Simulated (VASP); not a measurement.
Level of theory: revTPSS meta-GGA, VASP's PBE PAW potentials (set 64) (plane waves; VASP).

The input files of a VASP run:

INCAR:
```
SYSTEM = Cs
ISMEAR = 1   ! Methfessel-Paxton
ISIF = 2
LREAL = .False.
NELM = 100   ! most electronic steps
ENCUT = 520   ! plane-wave cut-off (eV)
LWAVE = .False.
ALGO = Normal   ! blocked Davidson
EDIFF = 1E-7   ! SCF stop (eV)
LASPH = .True.
PREC = Accurate
LMAXMIX = 4
LCHARG = .False.
LMIXTAU = .True.
METAGGA = RTPSS
SIGMA = 0.1
```

KPOINTS:
```
Automatic
0
Gamma
8 8 8
```

**POSCAR**
```
Cs
1
   -3.0984210267     3.0984210267     3.0984210267
    3.0984210267    -3.0984210267     3.0984210267
    3.0984210267     3.0984210267    -3.0984210267
Cs
1
Direct
  0.0000000000   1.0000000000   1.0000000000
```

POTCAR, in this order: Cs_sv (PBE.64 set). Program: vasp_std.

Output of the run:

OSZICAR:
```
...
DAV:  12     0.206622039632E+02   -0.16417E+00   -0.16713E-01   896   0.707E+00    0.422E-02
DAV:  13     0.206832724491E+02    0.21068E-01   -0.29715E-02   704   0.481E+00    0.388E-02
DAV:  14     0.207244396577E+02    0.41167E-01   -0.42683E+01   696   0.224E+03    0.388E-02
DAV:  15     0.207014709881E+02   -0.22969E-01   -0.93264E-02   920   0.781E+00    0.386E-02
DAV:  16     0.207070738004E+02    0.56028E-02   -0.16742E-02   928   0.241E+01    0.387E-02
DAV:  17     0.206652083613E+02   -0.41865E-01   -0.61204E-02   464   0.468E+00    0.392E-02
DAV:  18     0.207453840162E+02    0.80176E-01   -0.17676E-01   464   0.788E+00    0.359E-02
DAV:  19     0.207376485079E+02   -0.77355E-02   -0.55207E-02   464   0.443E+00    0.363E-02
DAV:  20     0.207633667632E+02    0.25718E-01   -0.76633E-02   464   0.503E+00    0.394E-02
DAV:  21     0.207860641369E+02    0.22697E-01   -0.95416E-02   464   0.525E+00    0.407E-02
DAV:  22     0.207988408764E+02    0.12777E-01   -0.19471E+01   464   0.988E+02    0.415E-02
DAV:  23     0.207891042236E+02   -0.97367E-02   -0.20470E-01   464   0.758E+00    0.386E-02
DAV:  24     0.207748524282E+02   -0.14252E-01   -0.52826E-02   496   0.411E+00    0.360E-02
DAV:  25     0.207860161104E+02    0.11164E-01   -0.72380E-02   464   0.523E+00    0.379E-02
DAV:  26     0.207964627537E+02    0.10447E-01   -0.58459E-02   464   0.453E+00    0.394E-02
DAV:  27     0.207893002123E+02   -0.71625E-02   -0.11490E-01   464   0.616E+00    0.413E-02
DAV:  28     0.207709868340E+02   -0.18313E-01   -0.37400E-02   464   0.360E+00    0.386E-02
DAV:  29     0.207921589222E+02    0.21172E-01   -0.10038E-01   464   0.604E+00    0.406E-02
DAV:  30     0.207794224818E+02   -0.12736E-01   -0.12761E-01   464   0.689E+00    0.409E-02
DAV:  31     0.207599842600E+02   -0.19438E-01   -0.13402E-01   464   0.632E+00    0.393E-02
DAV:  32     0.207357063113E+02   -0.24278E-01   -0.52290E-02   464   0.400E+00    0.359E-02
DAV:  33     0.207186484773E+02   -0.17058E-01   -0.54122E-02   464   0.414E+00    0.371E-02
DAV:  34     0.207233904279E+02    0.47420E-02   -0.69498E+02   464   0.391E+04    0.445E-02
DAV:  35     0.207032010917E+02   -0.20189E-01   -0.12579E-01   464   0.548E+00    0.439E-02
DAV:  36     0.207008197396E+02   -0.23814E-02   -0.17177E-02   464   0.232E+00    0.437E-02
DAV:  37     0.207007258624E+02   -0.93877E-04   -0.15442E-02   464   0.216E+00    0.445E-02
DAV:  38     0.207212984073E+02    0.20573E-01   -0.33994E-02   464   0.334E+00    0.465E-02
DAV:  39     0.207090748574E+02   -0.12224E-01   -0.30208E-02   464   0.297E+00    0.440E-02
DAV:  40     0.207065992927E+02   -0.24756E-02   -0.18118E-02   464   0.215E+00    0.396E-02
DAV:  41     0.207014300233E+02   -0.51693E-02   -0.92866E-03   464   0.159E+00    0.358E-02
DAV:  42     0.207311551120E+02    0.29725E-01   -0.10195E+03   464   0.503E+04    0.289E-02
DAV:  43     0.207532538752E+02    0.22099E-01   -0.15761E+01   696   0.578E+03    0.220E-02
DAV:  44     0.207121149131E+02   -0.41139E-01   -0.67929E-02   528   0.254E+02    0.215E-02
DAV:  45     0.207104714453E+02   -0.16435E-02   -0.20536E-02   912   0.222E+01    0.253E-02
DAV:  46     0.206998388819E+02   -0.10633E-01   -0.28149E-03   840   0.370E+00    0.270E-02
DAV:  47     0.206996788132E+02   -0.16007E-03   -0.70369E-04   656   0.614E+00    0.279E-02
DAV:  48     0.207006548223E+02    0.97601E-03   -0.22130E-04   544   0.590E+00    0.276E-02
DAV:  49     0.206956158130E+02   -0.50390E-02   -0.45124E-02   464   0.380E+00    0.351E-02
DAV:  50     0.206928467744E+02   -0.27690E-02   -0.11783E-02   464   0.151E+00    0.353E-02
DAV:  51     0.206943214807E+02    0.14747E-02   -0.31407E-03   480   0.839E-01    0.398E-02
DAV:  52     0.206957021152E+02    0.13806E-02   -0.24074E-03   464   0.777E-01    0.366E-02
DAV:  53     0.206984735051E+02    0.27714E-02   -0.16000E-02   464   0.252E+00    0.274E-02
DAV:  54     0.206928888017E+02   -0.55847E-02   -0.27120E-02   464   0.220E+00    0.220E-02
DAV:  55     0.206930403771E+02    0.15158E-03   -0.11151E-04   624   0.133E-01    0.172E-02
DAV:  56     0.206921491441E+02   -0.89123E-03   -0.17245E-04   488   0.149E-01    0.152E-02
DAV:  57     0.206919737590E+02   -0.17539E-03   -0.11668E-04   504   0.155E-01    0.149E-02
DAV:  58     0.206931145603E+02    0.11408E-02   -0.25052E-03   464   0.870E-01    0.152E-02
DAV:  59     0.206936218659E+02    0.50731E-03   -0.73100E-03   464   0.143E+00    0.149E-02
DAV:  60     0.206916655168E+02   -0.19563E-02   -0.34704E-03   464   0.902E-01    0.153E-02
DAV:  61     0.206927953026E+02    0.11298E-02   -0.99764E-04   464   0.419E-01    0.135E-02
DAV:  62     0.206934695892E+02    0.67429E-03   -0.57121E-04   464   0.371E-01    0.208E-02
DAV:  63     0.206928510617E+02   -0.61853E-03   -0.34239E-04   480   0.281E-01    0.200E-02
DAV:  64     0.206987693435E+02    0.59183E-02   -0.73744E-02   464   0.563E+00    0.184E-02
DAV:  65     0.206926947921E+02   -0.60746E-02   -0.32599E-02   464   0.247E+00    0.189E-02
DAV:  66     0.206931541788E+02    0.45939E-03   -0.21040E-04   464   0.200E-01    0.235E-02
DAV:  67     0.206937860172E+02    0.63184E-03   -0.73757E-04   464   0.388E-01    0.231E-02
DAV:  68     0.206932832167E+02   -0.50280E-03   -0.33851E-04   464   0.258E-01    0.184E-02
DAV:  69     0.207010431681E+02    0.77600E-02   -0.46763E-01   464   0.267E+01    0.138E-02
DAV:  70     0.207161844348E+02    0.15141E-01   -0.69581E+00   464   0.303E+03    0.135E-02
DAV:  71     0.207230955584E+02    0.69111E-02   -0.21104E-03   920   0.368E+00    0.107E-02
DAV:  72     0.207103979278E+02   -0.12698E-01   -0.26701E-03   928   0.252E+00    0.114E-02
DAV:  73     0.207085619739E+02   -0.18360E-02   -0.39217E-03   928   0.183E+00    0.106E-02
DAV:  74     0.193910119847E+01   -0.18769E+02   -0.16633E+02   912   0.161E+01    0.260E-01
DAV:  75     0.206698509554E+02    0.18731E+02   -0.20006E+02   488   0.404E+01    0.237E-02
DAV:  76     0.206993375274E+02    0.29487E-01   -0.20896E-02   560   0.250E+00    0.192E-02
DAV:  77     0.206931841869E+02   -0.61533E-02   -0.14725E-02   576   0.186E+00    0.132E-02
DAV:  78     0.206996711298E+02    0.64869E-02   -0.23564E+00   464   0.125E+02    0.130E-02
DAV:  79     0.206931274860E+02   -0.65436E-02   -0.67896E-02   544   0.355E+00    0.132E-02
DAV:  80     0.207231118267E+02    0.29984E-01   -0.70633E+02   464   0.363E+04    0.111E-02
DAV:  81     0.206154235029E+02   -0.10769E+00   -0.20322E-01   928   0.134E+00    0.103E-02
DAV:  82     0.206929983797E+02    0.77575E-01   -0.21686E+00   496   0.424E+00    0.103E-02
DAV:  83     0.207075648717E+02    0.14566E-01   -0.21642E+02   464   0.112E+04    0.871E-03
DAV:  84     0.352091886686E+01   -0.17187E+02   -0.15925E+02   672   0.104E+01    0.554E-02
DAV:  85     0.206911540792E+02    0.17170E+02   -0.63126E+01   464   0.148E+01    0.118E-02
DAV:  86     0.206960682954E+02    0.49142E-02   -0.81829E-03   552   0.128E+00    0.633E-03
DAV:  87     0.206930014386E+02   -0.30669E-02   -0.22783E-03   528   0.586E-01    0.819E-03
DAV:  88     0.206964944294E+02    0.34930E-02   -0.20571E-02   488   0.244E+00    0.792E-03
DAV:  89     0.206929696461E+02   -0.35248E-02   -0.12140E-02   496   0.148E+00    0.877E-03
DAV:  90     0.206929127537E+02   -0.56892E-04   -0.14042E-05   696   0.503E-02    0.885E-03
DAV:  91     0.206944112878E+02    0.14985E-02   -0.13451E-03   480   0.556E-01    0.672E-03
DAV:  92     0.206940989764E+02   -0.31231E-03   -0.15057E-03   488   0.621E-01    0.554E-03
DAV:  93     0.206922826798E+02   -0.18163E-02   -0.36321E-03   480   0.880E-01    0.500E-03
DAV:  94     0.206938861591E+02    0.16035E-02   -0.34628E-03   480   0.932E-01    0.418E-03
DAV:  95     0.206916191767E+02   -0.22670E-02   -0.28226E-03   464   0.772E-01    0.438E-03
DAV:  96     0.206918681062E+02    0.24893E-03   -0.43066E-05   536   0.825E-02    0.366E-03
DAV:  97     0.206919702901E+02    0.10218E-03   -0.29278E-05   504   0.752E-02    0.363E-03
DAV:  98     0.206920504959E+02    0.80206E-04   -0.59150E-06   560   0.320E-02    0.363E-03
DAV:  99     0.206935842061E+02    0.15337E-02   -0.68730E-04   464   0.373E-01    0.337E-03
DAV: 100     0.206968876035E+02    0.33034E-02   -0.10135E-02   464   0.169E+00
   1 F= 0.20696888E+02 E0= 0.20697830E+02  d E =-.282712E-02
```

**OUTCAR**
```
------------------------ aborting loop EDIFF was not reached (unconverged)  ----------------------------
  FORCE on cell =-STRESS in cart. coord.  units (eV):
  Direction    XX          YY          ZZ          XY          YZ          ZX
  --------------------------------------------------------------------------------------
  Total        0.0181967      0.0181967      0.0181967     -0.0000000      0.0000000     -0.0000000
  in kB        0.2450318      0.2450318      0.2450318     -0.0000000      0.0000000     -0.0000000
  external PRESSURE =       0.2450318 kB  Pullay stress =       0.0000000 kB
  volume of cell :      118.98
      direct lattice vectors                 reciprocal lattice vectors
    -3.098421027  3.098421027  3.098421027     0.000000000  0.161372517  0.161372517
     3.098421027 -3.098421027  3.098421027     0.161372517  0.000000000  0.161372517
     3.098421027  3.098421027 -3.098421027     0.161372517  0.161372517  0.000000000
 POSITION                                       TOTAL-FORCE (eV/Angst)
 -----------------------------------------------------------------------------------
      0.00000      0.00000      0.00000         0.000000     -0.000000     -0.000000
 -----------------------------------------------------------------------------------
    total drift:                                0.000000     -0.000000     -0.000000
  FREE ENERGIE OF THE ION-ELECTRON SYSTEM (eV)
  ---------------------------------------------------
  free  energy   TOTEN  =        20.6968876035 eV

  energy  without entropy=       20.6997147247  energy(sigma->0) =       20.69782998
```
(Selected blocks of OUTCAR.)

### stdout
```
...
DAV:  81     0.206154235029E+02   -0.10769E+00   -0.20322E-01   928   0.134E+00    0.103E-02
DAV:  82     0.206929983797E+02    0.77575E-01   -0.21686E+00   496   0.424E+00    0.103E-02
DAV:  83     0.207075648717E+02    0.14566E-01   -0.21642E+02   464   0.112E+04    0.871E-03
DAV:  84     0.352091886686E+01   -0.17187E+02   -0.15925E+02   672   0.104E+01    0.554E-02
DAV:  85     0.206911540792E+02    0.17170E+02   -0.63126E+01   464   0.148E+01    0.118E-02
DAV:  86     0.206960682954E+02    0.49142E-02   -0.81829E-03   552   0.128E+00    0.633E-03
DAV:  87     0.206930014386E+02   -0.30669E-02   -0.22783E-03   528   0.586E-01    0.819E-03
DAV:  88     0.206964944294E+02    0.34930E-02   -0.20571E-02   488   0.244E+00    0.792E-03
DAV:  89     0.206929696461E+02   -0.35248E-02   -0.12140E-02   496   0.148E+00    0.877E-03
DAV:  90     0.206929127537E+02   -0.56892E-04   -0.14042E-05   696   0.503E-02    0.885E-03
DAV:  91     0.206944112878E+02    0.14985E-02   -0.13451E-03   480   0.556E-01    0.672E-03
DAV:  92     0.206940989764E+02   -0.31231E-03   -0.15057E-03   488   0.621E-01    0.554E-03
DAV:  93     0.206922826798E+02   -0.18163E-02   -0.36321E-03   480   0.880E-01    0.500E-03
DAV:  94     0.206938861591E+02    0.16035E-02   -0.34628E-03   480   0.932E-01    0.418E-03
DAV:  95     0.206916191767E+02   -0.22670E-02   -0.28226E-03   464   0.772E-01    0.438E-03
DAV:  96     0.206918681062E+02    0.24893E-03   -0.43066E-05   536   0.825E-02    0.366E-03
DAV:  97     0.206919702901E+02    0.10218E-03   -0.29278E-05   504   0.752E-02    0.363E-03
DAV:  98     0.206920504959E+02    0.80206E-04   -0.59150E-06   560   0.320E-02    0.363E-03
DAV:  99     0.206935842061E+02    0.15337E-02   -0.68730E-04   464   0.373E-01    0.337E-03
DAV: 100     0.206968876035E+02    0.33034E-02   -0.10135E-02   464   0.169E+00

 -----------------------------------------------------------------------------
|                                                                             |
|           W    W    AA    RRRRR   N    N  II  N    N   GGGG   !!!           |
|           W    W   A  A   R    R  NN   N  II  NN   N  G    G  !!!           |
|           W    W  A    A  R    R  N N  N  II  N N  N  G       !!!           |
|           W WW W  AAAAAA  RRRRR   N  N N  II  N  N N  G  GGG   !            |
|           WW  WW  A    A  R   R   N   NN  II  N   NN  G    G                |
|           W    W  A    A  R    R  N    N  II  N    N   GGGG   !!!           |
|                                                                             |
|     The electronic self-consistency was not achieved in the given           |
|     number of steps (NELM). The forces and other quantities evaluated       |
|     might not be reliable so examine the results carefully. If you find     |
|     spurious results, we suggest increasing NELM, if you were close to      |
|     convergence or switching to a different ALGO or adjusting the           |
|     density mixing parameters otherwise.                                    |
|                                                                             |
 -----------------------------------------------------------------------------

   1 F= 0.20696888E+02 E0= 0.20697830E+02  d E =-.282712E-02
```

Convergence was not reached.

The compound is Cs in the bcc structure. It was relaxed first.
